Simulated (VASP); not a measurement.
## Be₃MgTe₄ (ordered alloy cell): computed properties

Computed with PBEsol GGA, VASP's PBE PAW potentials (set 64) (plane waves; VASP 6.6.1).

```json
{
  "space_group": "P-43m (215)",
  "cell": "a = b = c = 5.8329 Å, α = β = γ = 90.00°",
  "volume_per_atom": "24.81 Å³/atom",
  "band gap (over mesh and band path)": "1.98 eV",
  "smallest direct gap (over mesh and band path)": "1.98 eV",
  "band_edge_character": "direct, Γ to Γ",
  "density": "4.70 g/cm³"
}
```

```
Be3MgTe4
1.0
    5.83289     0.00000     0.00000
    0.00000     5.83289     0.00000
    0.00000     0.00000     5.83289
Mg Te Be
1 4 3
Direct
  0.00000   0.00000   0.00000
  0.26664   0.26664   0.26664
  0.73336   0.73336   0.26664
  0.73336   0.26664   0.73336
  0.26664   0.73336   0.73336
  0.50000   0.50000   0.00000
  0.50000   0.00000   0.50000
  0.00000   0.50000   0.50000
```

Unless said otherwise, spin-orbit coupling is left out, though it shifts the bands of the heavy elements here.

The structure was generated: Be3MgTe4 was put into an ordered model structure (P-43m), which need not be its known phase. It was relaxed first. Symmetry was kept, so distortions that lower it aren't found.
